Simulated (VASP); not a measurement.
All values below come from optB88-vdW, VASP's PBE PAW potentials (set 64) (plane waves; VASP).

A VASP calculation is set up with these files.

**KPOINTS**
```
Automatic mesh
0
Gamma
15 15 9
0 0 0
```

**INCAR**
```
AGGAC = 0.0
ALGO = Normal
EDIFF = 1E-7
EDIFFG = -0.01
ENCUT = 520
GGA = BO
IBRION = 2
ISIF = 4
ISMEAR = 1
LASPH = .True.
LCHARG = .False.
LMAXMIX = 4
LREAL = .False.
LUSE_VDW = .True.
LWAVE = .False.
NELM = 100
NSW = 30
PARAM1 = 0.1833333333
PARAM2 = 0.22
PREC = Accurate
SIGMA = 0.1
SYSTEM = Ru
```

### POSCAR
```
Ru
1.0
  1.3759343149  -2.3831883011   0.0000000000
  1.3759343149   2.3831883011   0.0000000000
  0.0000000000   0.0000000000   4.3343031912
Ru
2
Cart
  1.3759343149   0.7943976892   1.0835757978
  1.3759343149  -0.7943976892   3.2507273934
```

POTCAR, in this order: Ru_pv (PBE.64 set). Program: vasp_std.

Question: What does the run give for the energy per atom (σ→0), band gap (on the k-mesh)?

Answer: 
The energy per atom (σ→0) is -5.990 eV/atom and the band gap (on the k-mesh) is none (metal, semimetal or under 0.01 eV).

File OSZICAR:
```
...
   2 F= -.11979587E+02 E0= -.11979009E+02  d E =-.851853E-04
       N       E                     dE             d eps       ncg     rms          rms(c)
DAV:   1    -0.119798801793E+02   -0.29326E-03   -0.10292E-02  4908   0.881E-01    0.101E-01
DAV:   2    -0.119796550239E+02    0.22516E-03   -0.31834E-04  4902   0.168E-01    0.405E-02
DAV:   3    -0.119796119849E+02    0.43039E-04   -0.14404E-04  5836   0.824E-02    0.876E-03
DAV:   4    -0.119796120109E+02   -0.25922E-07   -0.45282E-06  5880   0.246E-02    0.514E-03
DAV:   5    -0.119796120417E+02   -0.30836E-07   -0.42323E-07  4870   0.501E-03
   3 F= -.11979612E+02 E0= -.11979014E+02  d E =-.110404E-03
```

The compound is Ru in the hcp structure. This cell is one point of a volume scan, at 1.03 of the reference volume. Symmetry was kept, so distortions that lower it aren't found.
